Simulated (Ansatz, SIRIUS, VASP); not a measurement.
# WAu: programs and potentials compared

```
CELL_PARAMETERS angstrom
0.00000 2.90921 2.90921
2.90921 0.00000 2.90921
2.90921 2.90921 0.00000
ATOMIC_POSITIONS crystal
W 0.00000 0.00000 0.00000
Au 0.75000 0.75000 0.75000
```

The cell comes from a database or a generator and needn't be the stable form of this composition.

Alike in all runs: task equation of state; functional PBE; k mesh 8 × 8 × 8; occupations fermi-dirac, width 0.05 eV; no spin polarisation; no spin-orbit coupling.

```
                                     program and potentials  plane-wave cutoff (eV)  notes  equilibrium volume (Å³/atom)  bulk modulus (GPa)
                       VASP, PBE PAW files Au, W_sv, 520 eV                     520      -                         24.64               126.3
SIRIUS, PseudoDojo 0.4.1 PBE standard (scalar relativistic)                    1054      -                         24.62               126.2
                      Ansatz, Ansatz PAW (earlier soft set)                     420      -                         24.62               126.1
```

The equilibrium volume spans 24.62 (SIRIUS, PseudoDojo 0.4.1 PBE standard (scalar relativistic)) to 24.64 Å³/atom (VASP, PBE PAW files Au, W_sv, 520 eV). The bulk modulus spans 126.1 (Ansatz, Ansatz PAW (earlier soft set)) to 126.3 GPa (VASP, PBE PAW files Au, W_sv, 520 eV). For a metal such a mesh isn't converged, which the comparison doesn't need.

Differences between rows come from potentials, basis sets and numerical settings, since the functional is the same but for its coding. Runs on potential files found faulty are left out.
